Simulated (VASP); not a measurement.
An input for Ansatz (written as the equivalent of a VASP run, and not itself run):

Ansatz 0.2 input:
```yaml
crystal:
  lattice:
    - [4.9089082, 2.4497615, 2.4497615]
    - [2.4497615, 4.9089082, 2.4497615]
    - [2.4497615, 2.4497615, 4.9089082]
  atoms:
    - { symbol: Mn, position: [1.0000000, 1.0000000, 0.0000000], spin: 3.7 }
    - { symbol: Mn, position: [0.5000000, 0.5000000, 0.5000000], spin: -3.7 }
    - { symbol: S, position: [0.2500000, 0.2500000, 0.2500000] }
    - { symbol: S, position: [0.7500000, 0.7500000, 0.7500000] }
kpoints:
  mp_grid: { grid: [12, 12, 12] }
hamiltonian:
  xc: lda
  pseudopotentials: { kind: paw }
magnetization: { spin_polarized: true }
scf:
  occupations: { method: tetrahedron }
  max_iter: 100
output: { forces: true, stress: true, eigenvalues: true }
```

### Question
Write the VASP files for the same calculation (LDA).

### Answer
Several could match; the one computed here: 
POSCAR:
```
MnS
1
    4.9089082456     2.4497614510     2.4497614510
    2.4497614510     4.9089082456     2.4497614510
    2.4497614510     2.4497614510     4.9089082456
Mn S
2 2
Direct
  1.0000000000   1.0000000000   0.0000000000
  0.5000000000   0.5000000000   0.5000000000
  0.2500000000   0.2500000000   0.2500000000
  0.7500000000   0.7500000000   0.7500000000
```

**INCAR**
```
ISPIN = 2
LASPH = .True.
LMAXMIX = 4   ! l cut-off of mixed one-centre charges
ALGO = Normal   ! blocked Davidson
LORBIT = 11
LEFG = .True.
SYSTEM = MnS
LREAL = .False.
ISMEAR = -5
MAGMOM = 3.7 -3.7 2*0.0
ENCUT = 520   ! plane-wave cut-off (eV)
NEDOS = 601   ! DOS grid
EDIFF = 1E-7   ! SCF stop (eV)
ISIF = 2   ! forces and stress, cell fixed
LWAVE = .False.
NELM = 100   ! most electronic steps
PREC = Accurate
LCHARG = .True.
```

File KPOINTS:
```
Automatic mesh
0
Gamma
12 12 12
0 0 0
```

POTCAR, in this order: Mn_pv S (LDA.64 set). Program: vasp_std.

The two are equivalent in intent, not identical: each code has its own PAW files, so the cut-off isn't converted (ENCUT is set for VASP's; basis.ecutwfc is left out, and Ansatz then takes the one that its files recommend); Ansatz stops its SCF on the density residual and VASP on the energy change (EDIFF); Ansatz's lda is the Perdew-Wang form, while the LDA potentials of VASP carry Perdew-Zunger's; the field gradients of LEFG aren't asked of the other code.

The compound is MnS in the rock salt, AFM-II order structure. It was relaxed first, which changed the volume by -17 %.
